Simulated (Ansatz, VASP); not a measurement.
**Two plane-wave programs on Ru4N**

```
Ru N
1.0
     2.67406    0.00000    0.00000
    -1.33703    2.31580    0.00000
     0.00000    0.00000   21.76220
Ru N
4 1
Cartesian
  1.3370 0.7719 4.0000
  0.0000 1.5439 6.1134
  1.3370 0.7719 8.2181
  0.0000 1.5439 10.2622
  0.0000 1.5439 11.9149
```

Alike in both runs: functional LDA; k mesh 12 × 12 × 1; occupations gaussian, width 0.1 eV; no spin polarisation.

Ansatz relaxed the structure, and its values are those at the end. VASP's run is a single point on that final structure, the one shown.

|  | VASP | Ansatz |
| --- | --- | --- |
| version | VASP 6.6.1 | Ansatz 0.2.0 |
| potentials or method | VASP PAW LDA potentials, release 64 (Ru_pv, N) | scalar-relativistic, plane waves, PAW |
| plane-wave cutoff (eV) | 520 | 420 |
| valence electrons in the cell | 61 | 69 |

|  | VASP | Ansatz | Ansatz less VASP |
| --- | --- | --- | --- |
| gap on the k mesh at the Fermi level (eV) | none | none | - |
| rms of the force components (eV/Å) | 0.990 | 1.058 | +0.0681 |

A gap of «none» marks a metal or a gap that the smearing closes. The two sets of potentials don't hold the same shells in valence. Ansatz warned: «pseudo_functional_mismatch».
